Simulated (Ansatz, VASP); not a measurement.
## H54C16S8O11 in two plane-wave programs

Wanted: the spread between two codes on one cell, functional and k mesh. Of the first pair: The cell is taken from a series of runs on this material, whose earlier steps may have relaxed, scaled, displaced or heated it; both programs get it as it stands.

Calculated with Ansatz 0.2.0; plane waves, with VASP 6.6.1 beside it; single point at PBE with D4.

### 1. The structure

The cell holds 89 atoms: 16 C, 8 S, 11 O and 54 H. Cell: a = 10.111 Å, b = 10.111 Å, c = 10.111 Å, α = 90.0°, β = 90.0°, γ = 90.0°.

### 2. Ansatz: single point, PBE with D4, pair 1

Ansatz runs on its default PAW (the set named soft_2) files.

With cell and atoms fixed, the geometry can't cause a difference; cores, projectors, grids and the points listed under the comparison can.

input.yaml reads:

```yaml
crystal:
  lattice:
    - [10.1107, 0.0, 0.0]
    - [0.0, 10.1107, 0.0]
    - [0.0, 0.0, 10.1107]
  atoms:
    - { symbol: C, position: [0.46122, 0.15246, 0.61303] }
    - { symbol: S, position: [0.38061, 0.31713, 0.60158] }
    - { symbol: C, position: [0.23969, 0.25899, 0.50904] }
    - { symbol: O, position: [0.33383, 0.34204, 0.7351] }
    - { symbol: H, position: [0.47171, 0.12092, 0.50628] }
    - { symbol: H, position: [0.38734, 0.08965, 0.67101] }
    - { symbol: H, position: [0.56437, 0.15655, 0.65803] }
    - { symbol: H, position: [0.17936, 0.34262, 0.47994] }
    - { symbol: H, position: [0.17134, 0.19459, 0.56898] }
    - { symbol: H, position: [0.265, 0.20014, 0.42036] }
    - { symbol: C, position: [0.10293, 0.44634, 0.95534] }
    - { symbol: S, position: [0.21344, 0.48498, 0.09018] }
    - { symbol: C, position: [0.12686, 0.6397, 0.1333] }
    - { symbol: O, position: [0.18747, 0.37832, 0.19314] }
    - { symbol: H, position: [0.11343, 0.3434, 0.92176] }
    - { symbol: H, position: [0.131, 0.50729, 0.87106] }
    - { symbol: H, position: [0.00119, 0.46638, 0.99394] }
    - { symbol: H, position: [0.19237, 0.6862, 0.19921] }
    - { symbol: H, position: [0.02913, 0.6062, 0.18585] }
    - { symbol: H, position: [0.11814, 0.69653, 0.03898] }
    - { symbol: C, position: [0.26891, 0.00216, 0.20208] }
    - { symbol: S, position: [0.35217, 0.96323, 0.04968] }
    - { symbol: C, position: [0.36724, 0.13811, 0.996] }
    - { symbol: O, position: [0.48557, 0.9113, 0.08299] }
    - { symbol: H, position: [0.21327, 0.91653, 0.2382] }
    - { symbol: H, position: [0.20635, 0.09191, 0.19422] }
    - { symbol: H, position: [0.34732, 0.01794, 0.27287] }
    - { symbol: H, position: [0.4346, 0.13982, 0.91385] }
    - { symbol: H, position: [0.39491, 0.21294, 0.07525] }
    - { symbol: H, position: [0.2685, 0.16669, 0.9645] }
    - { symbol: C, position: [0.12619, 0.69455, 0.64194] }
    - { symbol: S, position: [0.01736, 0.67469, 0.5061] }
    - { symbol: C, position: [0.94556, 0.53132, 0.574] }
    - { symbol: O, position: [0.91996, 0.7869, 0.52384] }
    - { symbol: H, position: [0.17098, 0.78862, 0.63369] }
    - { symbol: H, position: [0.20374, 0.61749, 0.63367] }
    - { symbol: H, position: [0.07406, 0.68554, 0.73751] }
    - { symbol: H, position: [0.02129, 0.45994, 0.58325] }
    - { symbol: H, position: [0.86675, 0.50478, 0.49443] }
    - { symbol: H, position: [0.90274, 0.55545, 0.67484] }
    - { symbol: C, position: [0.62339, 0.19251, 0.22806] }
    - { symbol: S, position: [0.72842, 0.2291, 0.37601] }
    - { symbol: C, position: [0.86322, 0.31113, 0.29023] }
    - { symbol: O, position: [0.66145, 0.33605, 0.4576] }
    - { symbol: H, position: [0.59705, 0.28625, 0.18174] }
    - { symbol: H, position: [0.5386, 0.13304, 0.26249] }
    - { symbol: H, position: [0.67698, 0.13181, 0.15114] }
    - { symbol: H, position: [0.92591, 0.34234, 0.37043] }
    - { symbol: H, position: [0.82525, 0.40235, 0.25034] }
    - { symbol: H, position: [0.92452, 0.2564, 0.22309] }
    - { symbol: C, position: [0.57272, 0.3893, 0.89247] }
    - { symbol: S, position: [0.66035, 0.54454, 0.88504] }
    - { symbol: C, position: [0.51332, 0.64303, 0.83405] }
    - { symbol: O, position: [0.69742, 0.56356, 0.0311] }
    - { symbol: H, position: [0.47911, 0.39855, 0.93956] }
    - { symbol: H, position: [0.64128, 0.3238, 0.95101] }
    - { symbol: H, position: [0.56219, 0.35626, 0.78978] }
    - { symbol: H, position: [0.54415, 0.74327, 0.80327] }
    - { symbol: H, position: [0.44161, 0.64511, 0.91169] }
    - { symbol: H, position: [0.46238, 0.59077, 0.74642] }
    - { symbol: C, position: [0.80824, 0.92563, 0.78845] }
    - { symbol: S, position: [0.96195, 0.00364, 0.79829] }
    - { symbol: C, position: [0.88792, 0.14334, 0.71694] }
    - { symbol: O, position: [0.97574, 0.03858, 0.94206] }
    - { symbol: H, position: [0.76882, 0.93103, 0.68403] }
    - { symbol: H, position: [0.73669, 0.9726, 0.85452] }
    - { symbol: H, position: [0.82347, 0.82809, 0.81176] }
    - { symbol: H, position: [0.8757, 0.12171, 0.61481] }
    - { symbol: H, position: [0.9643, 0.21795, 0.71422] }
    - { symbol: H, position: [0.79656, 0.17943, 0.75956] }
    - { symbol: C, position: [0.48957, 0.6163, 0.28275] }
    - { symbol: S, position: [0.50411, 0.66928, 0.45346] }
    - { symbol: C, position: [0.63604, 0.78768, 0.43959] }
    - { symbol: O, position: [0.38922, 0.75356, 0.48952] }
    - { symbol: H, position: [0.55351, 0.52108, 0.2691] }
    - { symbol: H, position: [0.51266, 0.70036, 0.21798] }
    - { symbol: H, position: [0.3902, 0.57486, 0.2691] }
    - { symbol: H, position: [0.61163, 0.86922, 0.374] }
    - { symbol: H, position: [0.72356, 0.73548, 0.40195] }
    - { symbol: H, position: [0.65212, 0.82689, 0.54666] }
    - { symbol: O, position: [0.95468, 0.8999, 0.16261] }
    - { symbol: H, position: [0.85944, 0.87551, 0.1518] }
    - { symbol: H, position: [0.98474, 0.95123, 0.0836] }
    - { symbol: O, position: [0.99803, 0.01556, 0.4123] }
    - { symbol: H, position: [0.97212, 0.98671, 0.32131] }
    - { symbol: H, position: [0.97033, 0.94684, 0.47781] }
    - { symbol: O, position: [0.71627, 0.80889, 0.12089] }
    - { symbol: H, position: [0.63339, 0.85904, 0.10094] }
    - { symbol: H, position: [0.7003, 0.71219, 0.1076] }
kpoints:
  mp_grid: { grid: [1, 1, 1] }
hamiltonian:
  xc: pbe
  dispersion: d4
scf:
  occupations: { method: fixed }
output:
  forces: true
  stress: true
  populations: true
  dos:
    method: { smearing: { sigma: 0.15 } }
    de: 0.1
    projected: { site_lists: { C: [C], H: [H], O: [O], S: [S] } }
  eigenvalues: true
```

On the command line:

```console
$ ansatz run input.yaml --threads 4 --pin off --max-ram 8192MiB --backend cpu --events-out ev --progress --plain --runs-dir out
```

Numbers of over 12 decimals in the logs are rounded to 6 here.

Log:

```text
Engine: ansatz 0.2.0, aarch64-unknown-linux-gnu
Pseudopotentials: kind: paw
Pseudopotential: C, paw, valence charge 4, recommended cutoff 420 eV (normal), C.paw.azcp
Pseudopotential: S, paw, valence charge 6, recommended cutoff 420 eV (normal), S.paw.azcp
Pseudopotential: O, paw, valence charge 6, recommended cutoff 420 eV (normal), O.paw.azcp
Pseudopotential: H, paw, valence charge 1, recommended cutoff 420 eV (normal), H.paw.azcp
Functional definition: PBE
  parameter kappa = 0.804
  parameter beta = 0.066725
  exchange = pbe_x(kappa = kappa, mu = beta*pi^2/3)
  correlation = pbe_c(beta = beta)
Crystal: 89 atoms, lattice volume = 1033.579 Å³
Basis set: ecut = 420 eV, 20197 PW (Γ), exchange–correlation on 144×144×144 points (8 copies of the dense FFT grid, shifted against one another)
Bands: 205, of which v1, the nominal top of the filled ones, is band 116 counted from 1 (115 counted from 0)
Symmetry: 1 space group operations
Space group: P1 (ITA 1), of the structure as read, at distance tolerance 1.0e-4 Å
k-points: 1
Non-local potential: C, projectors of the file, l = 0: 2, l = 1: 2, l = 2: 1
Non-local potential: S, projectors of the file, l = 0: 2, l = 1: 2, l = 2: 2
Non-local potential: O, projectors of the file, l = 0: 2, l = 1: 2, l = 2: 1
Non-local potential: H, projectors of the file, l = 0: 2, l = 1: 1
PAW form: soft (Blöchl's): semilocal exchange-correlation on the pseudo side does not see the compensation charge
PAW one-centre angular grid: C, 110 points (default); XC on 64 Gauss nodes
PAW one-centre angular grid: S, 110 points (default); XC on 64 Gauss nodes
PAW one-centre angular grid: O, 110 points (default); XC on 64 Gauss nodes
PAW one-centre angular grid: H, 110 points (default); XC on 64 Gauss nodes
Initial density: superposition of atomic densities (neutral atoms: chi_scale 0, normalization atom), corrected by the library's trained network
Initial wavefunctions: pseudopotential atomic-orbital guess
Functional: x = pbe(κ = 0.804, μ = 0.219515), c = pbe(β = 0.066725)
SCF iter   1: F=—  HF=-18334.599062 eV  |F-HF|=—  |Δ(HF+E_count)|=         —  Δρ=7.26e-3  dr2=6.85e-1  ethr=1.77e-3  ⟨swp⟩=5.0  Hψ=750  notcnv=0  defer=87
preconditioner: auto → Resta (q_TF=auto, 2.127 Å⁻¹)  ε∞=2.5  [insulator: Δε(μ)=4.118 eV  Ē_g=13.883 eV  n_scr=170 (ndim 8)  ℏωp=17.0 eV  f_vac=0.206  ε∞_Penn≈2.5]
SCF iter   2: F=—  HF=-18334.454073 eV  |F-HF|=—  |Δ(HF+E_count)|=   1.45e-1  Δρ=4.45e-3  dr2=1.37e-1  ethr=2.95e-4  ⟨swp⟩=3.0  Hψ=357  notcnv=0  defer=86
SCF iter   3: F=—  HF=-18334.433824 eV  |F-HF|=—  |Δ(HF+E_count)|=   2.02e-2  Δρ=1.58e-3  dr2=3.23e-2  ethr=5.89e-5  ⟨swp⟩=3.0  Hψ=239  notcnv=0  defer=87
SCF iter   4: F=—  HF=-18334.432984 eV  |F-HF|=—  |Δ(HF+E_count)|=   8.39e-4  Δρ=6.52e-4  dr2=6.00e-3  ethr=1.39e-5  ⟨swp⟩=3.0  Hψ=165  notcnv=0  defer=87
SCF iter   5: F=—  HF=-18334.432553 eV  |F-HF|=—  |Δ(HF+E_count)|=   4.31e-4  Δρ=2.50e-4  dr2=8.01e-4  ethr=2.59e-6  ⟨swp⟩=3.0  Hψ=233  notcnv=0  defer=87
SCF iter   6: F=—  HF=-18334.432507 eV  |F-HF|=—  |Δ(HF+E_count)|=   4.56e-5  Δρ=9.29e-5  dr2=1.01e-4  ethr=3.45e-7  ⟨swp⟩=2.0  Hψ=348  notcnv=0  defer=87
SCF iter   7: F=—  HF=-18334.432519 eV  |F-HF|=—  |Δ(HF+E_count)|=   1.17e-5  Δρ=3.95e-5  dr2=1.56e-5  ethr=4.34e-8  ⟨swp⟩=2.0  Hψ=236  notcnv=0  defer=86
SCF iter   8: F=—  HF=-18334.432982 eV  |F-HF|=—  |Δ(HF+E_count)|=   4.63e-4  Δρ=1.33e-5  dr2=1.84e-6  ethr=6.73e-9  ⟨swp⟩=2.0  Hψ=230  notcnv=0  defer=85
SCF iter   9: F=—  HF=-18334.432982 eV  |F-HF|=—  |Δ(HF+E_count)|=   6.04e-7  Δρ=5.18e-6  dr2=2.48e-7  ethr=7.91e-10  ⟨swp⟩=2.0  Hψ=230  notcnv=0  defer=85
SCF iter  10: F=-18334.432983 eV  HF=-18334.432983 eV  |F-HF|=4.54e-9  |Δ(HF+E_count)|=   1.42e-7  Δρ=2.35e-6  dr2=5.37e-8  ethr=4.31e-11  ⟨swp⟩=17.0  Hψ=1478  notcnv=0
SCF 1 converged in 10 iterations: F = -18334.432983 eV  dr2 = 5.37e-8
  greatest PAW one-centre occupation: 0.878 electrons in one spin orbital (limit 2), on the O atom at site 3 (counted from 0), in its partial waves of l = 0
SCF converged after 10 iterations
Free energy (F): -18334.432983 eV
Harris-Foulkes:  -18334.432983 eV  (|F-HF|=4.54e-9)
Internal energy: -18334.432983 eV  (E = F + TS)
E sigma→0 (E₀):  -18334.432983 eV
Fermi energy:    0.068056 eV
--- Per-component energies (eV) ---
  E_band       = -1735.389542
  E_kinetic    = 5001.928138
  E_local      = -14579.747731  (includes V_loc(G=0)·N_el)
  E_nonlocal   = 1281.701102
  E_hartree    = 5226.541040
  E_xc         = -2840.303325
  E_vxc        = -3308.503063  (∫ρ·V_xc dr)
  E_paw        = -8164.315074  (= ΣΔE_a)
  E_vpaw       = -583.805812  (= ΣTr[D̂ρ^β])
  E_aug_tail   = -0.044359  (compensation charges beyond the density's cutoff)
  E_ewald      = -4255.836462
  E_disp       = -4.356313  (pairwise vdW)
  E_smearing   = -0.000000  (= −TS)
  E_closure    = -0.000000  (closes the sum)
  Σ components = -18334.432983   (vs F -18334.432983, Δ=0.00e0)
[...]
atom   6  H      1.03243349     0.49567802    -0.72910475
  atom   7  H     -1.31185159     0.15286459    -0.35941559
  atom   8  H      0.06718748     0.50155158    -0.31869002
  atom   9  H      0.80116420     0.31017196    -0.09431974
  atom  10  H      0.10508149     0.43219319     0.19387436
  atom  11  C     -0.68784397    -0.14178713     0.04373844
  atom  12  S     -0.14145501    -0.61581022    -0.12799567
  atom  13  C     -1.68534343    -1.85023054    -0.46618618
  atom  14  O      0.11305237     0.59706476     0.00049914
  atom  15  H      0.10979220     0.06523038     0.38554327
  atom  16  H     -0.14956208     0.33402908    -0.13428253
  atom  17  H      0.47302542    -0.16477276    -0.53200146
  atom  18  H      0.69137429     0.97537965     1.16094197
  atom  19  H      1.51679368     0.94088202    -1.12596044
  atom  20  H     -0.32013410    -0.24064593     0.74355083
  atom  21  C     -0.44240153    -0.02434100     0.30926717
  atom  22  S     -1.31150564     1.33471363    -0.71657346
  atom  23  C     -0.15334052     0.27834165     1.29296453
  atom  24  O      0.71558693    -0.22749515     0.30887931
  atom  25  H     -0.19872452     0.10164218    -0.17361529
  atom  26  H      0.15333966    -0.48168885    -0.08580314
  atom  27  H      0.47241626     0.25999478     0.41185456
  atom  28  H      0.38856816     0.06667224    -0.50242651
  atom  29  H     -0.04846016    -1.11970445    -0.59307515
[...]
atom  82  H      0.36382451    -0.00415463    -0.39428817
  atom  83  H     -0.83190598    -0.53746978     0.56969276
  atom  84  O     -0.03917736     0.36047401     0.41706858
  atom  85  H      0.10400853    -0.44754218     0.62901334
  atom  86  H      0.14825657     0.23107379    -1.35522000
  atom  87  O     -0.45260015     0.10979252     0.07227894
  atom  88  H      0.66716383    -0.74007024     0.20300892
  atom  89  H      0.11121789     0.75588163    -0.35699119
  max |Σ_I F_I| component: 1.43e-4 eV/Å
--- Stress (GPa, compression-positive) ---
        0.758957       0.331390       0.050698
        0.331390       0.436845       0.056844
        0.050697       0.056845      -0.516729
  P = ⅓ Tr σ = 0.2264 GPa (2.264 kbar)
--- Band table (eV) ---
  k-point 0: bands = [... 112 lower, -0.5799, -0.5308, -0.3513, 0.0681, 3.6539, 3.9459, 4.0252, 4.0614, ... 85 higher]
--- Löwdin populations: 89 sites ---
  site symbol       q [e]
     0      C      4.5544
     1      S      4.7576
     2      C      4.5936
     3      O      6.7996
     4      H      0.8073
     5      H      0.8122
     6      H      0.8099
     7      H      0.7874
     8      H      0.8064
     9      H      0.7814
    10      C      4.5837
    11      S      4.8486
    12      C      4.5478
    13      O      6.7808
    14      H      0.7799
    15      H      0.7935
    16      H      0.8019
    17      H      0.7754
    18      H      0.8060
    19      H      0.7892
    20      C      4.5875
    21      S      4.8063
    22      C      4.5796
    23      O      6.7614
[...]
81      H      0.6202
    82      H      0.6261
    83      O      6.7762
    84      H      0.6238
    85      H      0.6320
    86      O      6.7144
    87      H      0.6233
    88      H      0.6219
  spilling = 0.017795 (of n_electrons = 232.000000)
```

### 3. VASP: single point, PBE with D4, pair 1

The same cell, functional and mesh now go to VASP, with its own data sets.

Lines of VASP's logs that name or quote its potential files are left out, and so is its time.

INCAR reads:

```
SYSTEM = H54C16S8O11
PREC = Accurate
ENCUT = 600
EDIFF = 1E-06
NELM = 120
ISMEAR = 0
SIGMA = 0.01
LREAL = Auto
ALGO = Normal
GGA = PE
IVDW = 13
NBANDS = 184
LORBIT = 11
LWAVE = .FALSE.
LCHARG = .FALSE.
ISIF = 2
LASPH = .TRUE.
GGA_COMPAT = .FALSE.
EFERMI = MIDGAP
NCORE = 2
```

POSCAR reads:

```
H54C16S8O11
1.0
   10.1107000000      0.0000000000      0.0000000000
    0.0000000000     10.1107000000      0.0000000000
    0.0000000000      0.0000000000     10.1107000000
C S O H
16 8 11 54
Direct
    0.4612200000      0.1524600000      0.6130300000
    0.2396900000      0.2589900000      0.5090400000
    0.1029300000      0.4463400000      0.9553400000
    0.1268600000      0.6397000000      0.1333000000
    0.2689100000      0.0021600000      0.2020800000
    0.3672400000      0.1381100000      0.9960000000
    0.1261900000      0.6945500000      0.6419400000
    0.9455600000      0.5313200000      0.5740000000
    0.6233900000      0.1925100000      0.2280600000
    0.8632200000      0.3111300000      0.2902300000
    0.5727200000      0.3893000000      0.8924700000
    0.5133200000      0.6430300000      0.8340500000
    0.8082400000      0.9256300000      0.7884500000
    0.8879200000      0.1433400000      0.7169400000
    0.4895700000      0.6163000000      0.2827500000
    0.6360400000      0.7876800000      0.4395900000
    0.3806100000      0.3171300000      0.6015800000
    0.2134400000      0.4849800000      0.0901800000
    0.3521700000      0.9632300000      0.0496800000
    0.0173600000      0.6746900000      0.5061000000
    0.7284200000      0.2291000000      0.3760100000
    0.6603500000      0.5445400000      0.8850400000
    0.9619500000      0.0036400000      0.7982900000
    0.5041100000      0.6692800000      0.4534600000
    0.3338300000      0.3420400000      0.7351000000
    0.1874700000      0.3783200000      0.1931400000
    0.4855700000      0.9113000000      0.0829900000
    0.9199600000      0.7869000000      0.5238400000
    0.6614500000      0.3360500000      0.4576000000
    0.6974200000      0.5635600000      0.0311000000
    0.9757400000      0.0385800000      0.9420600000
    0.3892200000      0.7535600000      0.4895200000
    0.9546800000      0.8999000000      0.1626100000
    0.9980300000      0.0155600000      0.4123000000
    0.7162700000      0.8088900000      0.1208900000
    0.4717100000      0.1209200000      0.5062800000
    0.3873400000      0.0896500000      0.6710100000
    0.5643700000      0.1565500000      0.6580300000
    0.1793600000      0.3426200000      0.4799400000
    0.1713400000      0.1945900000      0.5689800000
    0.2650000000      0.2001400000      0.4203600000
    0.1134300000      0.3434000000      0.9217600000
    0.1310000000      0.5072900000      0.8710600000
    0.0011900000      0.4663800000      0.9939400000
    0.1923700000      0.6862000000      0.1992100000
    0.0291300000      0.6062000000      0.1858500000
    0.1181400000      0.6965300000      0.0389800000
    0.2132700000      0.9165300000      0.2382000000
    0.2063500000      0.0919100000      0.1942200000
    0.3473200000      0.0179400000      0.2728700000
    0.4346000000      0.1398200000      0.9138500000
    0.3949100000      0.2129400000      0.0752500000
    0.2685000000      0.1666900000      0.9645000000
    0.1709800000      0.7886200000      0.6336900000
    0.2037400000      0.6174900000      0.6336700000
    0.0740600000      0.6855400000      0.7375100000
    0.0212900000      0.4599400000      0.5832500000
    0.8667500000      0.5047800000      0.4944300000
    0.9027400000      0.5554500000      0.6748400000
    0.5970500000      0.2862500000      0.1817400000
    0.5386000000      0.1330400000      0.2624900000
    0.6769800000      0.1318100000      0.1511400000
    0.9259100000      0.3423400000      0.3704300000
    0.8252500000      0.4023500000      0.2503400000
    0.9245200000      0.2564000000      0.2230900000
    0.4791100000      0.3985500000      0.9395600000
    0.6412800000      0.3238000000      0.9510100000
    0.5621900000      0.3562600000      0.7897800000
    0.5441500000      0.7432700000      0.8032700000
    0.4416100000      0.6451100000      0.9116900000
    0.4623800000      0.5907700000      0.7464200000
    0.7688200000      0.9310300000      0.6840300000
    0.7366900000      0.9726000000      0.8545200000
    0.8234700000      0.8280900000      0.8117600000
    0.8757000000      0.1217100000      0.6148100000
    0.9643000000      0.2179500000      0.7142200000
    0.7965600000      0.1794300000      0.7595600000
    0.5535100000      0.5210800000      0.2691000000
    0.5126600000      0.7003600000      0.2179800000
    0.3902000000      0.5748600000      0.2691000000
    0.6116300000      0.8692200000      0.3740000000
    0.7235600000      0.7354800000      0.4019500000
    0.6521200000      0.8268900000      0.5466600000
    0.8594400000      0.8755100000      0.1518000000
    0.9847400000      0.9512300000      0.0836000000
    0.9721200000      0.9867100000      0.3213100000
    0.9703300000      0.9468400000      0.4778100000
    0.6333900000      0.8590400000      0.1009400000
    0.7003000000      0.7121900000      0.1076000000
```

KPOINTS reads:

```
Automatic mesh
0
Gamma
1 1 1
0 0 0
```

PAW data sets: C, S, O and H (PBE family, release 64).

On the command line:

```console
$ mpirun -np 8 vasp_gam
```

Log:

```text
[banner, memory and clock lines left out]
running    8 mpi-ranks, on    1 nodes
[...]
LDA part: xc-table for (Slater+PW92), standard interpolation
 POSCAR, INCAR and KPOINTS ok, starting setup
[...]
entering main loop
       N       E                     dE             d eps       ncg     rms          rms(c)
DAV:   1     0.180156090607E+04    0.18016E+04   -0.12370E+05   368   0.127E+03
DAV:   2    -0.262344953985E+03   -0.20639E+04   -0.19359E+04   464   0.274E+02
DAV:   3    -0.493115395702E+03   -0.23077E+03   -0.22838E+03   456   0.939E+01
DAV:   4    -0.498799393509E+03   -0.56840E+01   -0.56545E+01   472   0.164E+01
[...]
DAV:  17    -0.445363622061E+03    0.84427E-05   -0.20303E-05   440   0.163E-02    0.104E-02
DAV:  18    -0.445363620032E+03    0.20286E-05   -0.91969E-06   464   0.118E-02    0.412E-03
DAV:  19    -0.445363620767E+03   -0.73422E-06   -0.62392E-06   456   0.612E-03
   1 F= -.44971748E+03 E0= -.44971748E+03  d E =0.000000E+00
```

OUTCAR, selected parts (step 3):

```text
  FREE ENERGIE OF THE ION-ELECTRON SYSTEM (eV)
  ---------------------------------------------------
  free  energy   TOTEN  =      -449.7174826875 eV

  energy  without entropy=     -449.7174826875  energy(sigma->0) =     -449.71748269

[... 1 further part left out ...]
```

The run ends at a pressure of -0.09 GPa, with forces up to 3.1 eV/Å.

(Continued in part 2 of 3.)

[Lines on the potential files, build, host, timing and source positions are cut from VASP's logs without a mark.]

[Logs are printed without paths, hosts, clocks, repeated set-up lines and the standing remarks that a program may print on its own settings, such as how far it seeks lower states.]

[Hosts, paths, dates, database ids (printed as entryN), source tags and the programs' standing remarks are cut or masked in the printed files.]
